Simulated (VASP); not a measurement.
```xyz
4
Lattice="2.1894 1.2640 7.1365 -2.1894 1.2640 7.1365 0.0000 -2.5281 7.1365" Properties=species:S:1:pos:R:3 pbc="T T T"
Sn     0.0000     0.0000    10.5581
Te     0.0000     0.0000     5.3111
Pb     0.0000     0.0000     0.0994
Se     0.0000     0.0000    16.1452
```

Level of theory: PBEsol GGA, VASP's PBE PAW potentials (set 64) (plane waves; VASP). Settings: 400 eV cut-off, Gaussian smearing of 0.050 eV, potentials Sn_d Te Pb_d Se.

Unless said otherwise, spin-orbit coupling is left out, though it shifts the bands of the heavy elements here.

### Question
What does the run give for the band gap (along the path) with the smallest direct gap where there is one?

### Answer

```json
{
  "band gap (along the path)": "0.15 eV",
  "smallest direct gap (along the path)": "0.16 eV"
}
```

The structure comes from a computed database's SnTePbSe entry (R3m); how it stands against other phases isn't given here. It was relaxed first, which changed the volume by -6 %.
